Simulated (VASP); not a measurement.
Consider the following.

```
CELL_PARAMETERS angstrom
      5.99445     0.00000     0.00000
      0.00000     5.99445     0.00000
      0.00000     0.00000     5.99445
ATOMIC_POSITIONS crystal
  Zn 0.01570 0.98430 0.98430
  Zn 0.48430 0.51570 0.98430
  Zn 0.48430 0.98430 0.51570
  Zn 0.01570 0.51570 0.51570
  Te 0.25000 0.25000 0.25000
  Te 0.75000 0.75000 0.25000
  Te 0.75000 0.25000 0.75000
  S  0.25000 0.75000 0.75000
```

Calculation: PBE GGA, VASP's PBE PAW potentials (set 64) (plane waves; VASP). Numerical set-up: 400 eV cut-off, Gaussian smearing of 0.050 eV, potentials Zn Te S.

Unless said otherwise, spin-orbit coupling is left out, though it shifts the bands of the heavy elements here.

Estimate the band gap (along the path) with the smallest direct gap where there is one.

```yaml
band gap (along the path): 0.96 eV
smallest direct gap (along the path): 0.96 eV
```

Total energies compare only between runs with the same potentials, cut-off and functional.

The structure was generated: Zn4STe3 was put into an ordered model structure (P-43m), which need not be its known phase. It was relaxed first.
